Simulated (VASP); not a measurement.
Consider the following.

```
CELL_PARAMETERS angstrom
      0.00000     2.53884     2.53884
      2.53884     0.00000     2.53884
      2.53884     2.53884     0.00000
ATOMIC_POSITIONS crystal
  Sr 0.50000 0.50000 0.50000
  O  0.00000 0.00000 0.00000
```

These are LDA (Ceperley-Alder, Perdew-Zunger), VASP's LDA PAW potentials (set 64) (plane waves; VASP 6.6.1) values and carry that method's errors. Numerical set-up: 520 eV cut-off, 9×9×9 Γ-centred mesh, Gaussian smearing of 0.010 eV, potentials Sr_sv O.

### Question
Give the electronic dielectric tensor ε∞ (DFPT, local fields included).

### Answer

```
3.90  0.00  0.00
0.00  3.90  0.00
0.00  0.00  3.90
```

### Question
Give the Born effective charges.

### Answer

```json
[
 {"atom": "Sr1", "Z*xx": "2.48", "Z*yy": "2.48", "Z*zz": "2.48", "mean": "2.48"},
 {"atom": "O2", "Z*xx": "-2.48", "Z*yy": "-2.48", "Z*zz": "-2.48", "mean": "-2.48"}
]
```

### Question
And the static tensor with the ions free?

### Answer

```
18.1  0.00  0.00
0.00  18.1  0.00
0.00  0.00  18.1
```

### Question
Which frequencies do the optical Γ-point modes have (no LO-TO splitting)?

### Answer
219 (×3) cm⁻¹.

The structure comes from a computed database's SrO entry (Fm-3m); how it stands against other phases isn't given here. It was relaxed first, which changed the volume by -5 %.
